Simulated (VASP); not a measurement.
Sn: single point with PBE

Sn:

```
Sn
1.0
     0.00000    3.23334    3.23334
     3.23334    0.00000    3.23334
     3.23334    3.23334    0.00000
Sn
2
Direct
  0.00000 0.00000 0.00000
  0.25000 0.25000 0.25000
```

This isn't the form of Sn at room conditions, which is tetragonal (white tin).

| Quantity | Value |
| --- | --- |
| Program | VASP 6.6.1 |
| Task | single point |
| Functional | PBE |
| Potentials or basis | VASP PAW PBE potentials, release 64 (Sn_d) |
| Cutoff | 400 eV |
| k mesh | 6 × 6 × 6 |
| Occupations | gaussian, width 0.02 eV |
| Spin | no spin polarisation |

The pressure is 3.8 GPa. The band gap on the k mesh is none (metal or under the smearing width).

Levels at points of the mesh, in eV from the Fermi level:
| k point | band 10 | band 11 | band 12 | band 13 | band 14 | band 15 | band 16 | band 17 | band 18 |
| --- | --- | --- | --- | --- | --- | --- | --- | --- | --- |
| (0.00, 0.00, 0.00) | -21.33 | -10.69 | -0.58 | 0.07 | 0.07 | 0.07 | 2.15 | 2.15 | 2.15 |
| (0.50, 0.00, 0.00) | -21.28 | -9.04 | -6.35 | -1.15 | -1.15 | 0.00 | 3.22 | 3.22 | 5.63 |
| (0.50, 0.50, 0.00) | -21.26 | -7.56 | -7.56 | -2.51 | -2.51 | 0.80 | 0.80 | 7.78 | 7.78 |

It took 11 s on 1 thread of Intel(R) Xeon(R) Platinum 8488C (Sapphire Rapids) (shared host), peak memory 0.16 GiB.
